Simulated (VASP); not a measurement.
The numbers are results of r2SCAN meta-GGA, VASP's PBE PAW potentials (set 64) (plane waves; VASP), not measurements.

Input for VASP

INCAR:
```
# general
SYSTEM  = HgTe(110) slab
PREC    = Normal
ENCUT   = 400
LREAL   = .FALSE.
LASPH   = .TRUE.

# electronic loop
EDIFF   = 1E-6
NELM    = 100
NELMIN  = 4
ALGO    = Normal
LMAXMIX = 6
LMIXTAU = .TRUE.

# smearing
ISMEAR  = 0
SIGMA   = 0.05

# functional
METAGGA = R2SCAN

# output
LWAVE   = .FALSE.
LCHARG  = .FALSE.
LORBIT  = 11
LVHAR   = .TRUE.

# other
LDIPOL  = .TRUE.
IDIPOL  = 3
DIPOL   = 0.5 0.5 0.5
```

### KPOINTS
```
Automatic mesh
0
Gamma
3 5 1
0 0 0
```

POSCAR:
```
HgTe(110) slab
1
    6.5781921352     0.0000000000     0.0000000000
    0.0000000000     4.6514844638     0.0000000000
    0.0000000000     0.0000000000    24.5774088701
Hg Te
4 4
Direct
  0.9479783970   0.0000000000   0.6163041500
  0.5253767914   0.5000000000   0.5538747777
  0.0253767914   0.0000000000   0.4461252223
  0.4479783970   0.5000000000   0.3836958500
  0.2737124494   0.0000000000   0.5435872541
  0.7529323622   0.5000000000   0.6503578733
  0.2529323622   0.0000000000   0.3496421267
  0.7737124494   0.5000000000   0.4564127459
```

POTCAR, in this order: Hg Te (PBE.64 set). Program: vasp_std. Read from the step before: WAVECAR.

What will the output report for the number of irreducible k-points (NKPTS), largest plane-wave count, number of space-group operations, FFT grid (NGX, NGY, NGZ)?

```json
{
 "number of irreducible k-points (NKPTS)": "6",
 "largest_plane_wave_count": "13700",
 "number_of_space_group_operations": "4",
 "FFT grid (NGX, NGY, NGZ)": "32 × 24 × 120"
}
```

The cell is a thin slab with vacuum, built from HgTe (zinc blende): (110) face.
